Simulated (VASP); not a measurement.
Write the native input for VASP 6.6.1 that does the following.

```
Task                      : vibrations by finite differences
Functional                : PBE
Potentials or basis       : VASP PAW PBE potentials, release 64 (Fe)
Cutoff                    : 520 eV
k mesh                    : 20 × 20 × 20
Occupations               : methfessel-paxton, width 0.2 eV
Spin                      : collinear spin, ferromagnetic start
Starting moments          : [2.5] μB
Ions in elastic constants : relaxed
Further INCAR settings    : ALGO = Fast; EDIFF = 1e-08; IBRION = 6; POTIM = 0.015; NSW = 1; ISIF = 3
```

The structure of Fe lies in POSCAR:

```
Fe                                      
1.0
   -1.4157890970      1.4157890970      1.4157890970
    1.4157890970     -1.4157890970      1.4157890970
    1.4157890970      1.4157890970     -1.4157890970
  Fe            
     1
Direct
     0.0000000000000000    0.0000000000000000    0.0000000000000000
```

These files were run (other wordings do the same):

INCAR

```
SYSTEM = Fe
PREC = Accurate
ENCUT = 520
EDIFF = 1E-8
ISMEAR = 1
SIGMA = 0.2
LREAL = .False.
LASPH = .True.
NELM = 120
ALGO = Fast
ISIF = 3
LWAVE = .False.
LCHARG = .False.
ISPIN = 2
MAGMOM = 2.5
LORBIT = 11
LMAXMIX = 4
GGA = PE
IBRION = 6
NFREE = 2
POTIM = 0.015
NSW = 1
```

KPOINTS

```
Automatic mesh
0
Gamma
  20 20 20
  0 0 0
```

Potentials or basis: VASP PAW PBE potentials, release 64 (Fe).

Run with:

```bash
$ cat potpaw_PBE.64/Fe/POTCAR > POTCAR
$ mpirun -np 1 vasp_std > vasp.out
```

It gave:

```json
{
 "Net moment": "2.19 μB per cell",
 "Site moments": "Fe +2.19 μB",
 "Valence electrons inside the program's atomic spheres": "Fe 7.27",
 "Elastic constants C11, C12, C44": "271, 141, 98 GPa",
 "Voigt bulk modulus": "184 GPa"
}
```

Caveat: elastic constants of metals need much finer meshes, so these are rough.

Wall time 17 min on 1 thread of Intel(R) Xeon(R) 6975P-C (Granite Rapids), on a shared host, peak memory 0.85 GiB.
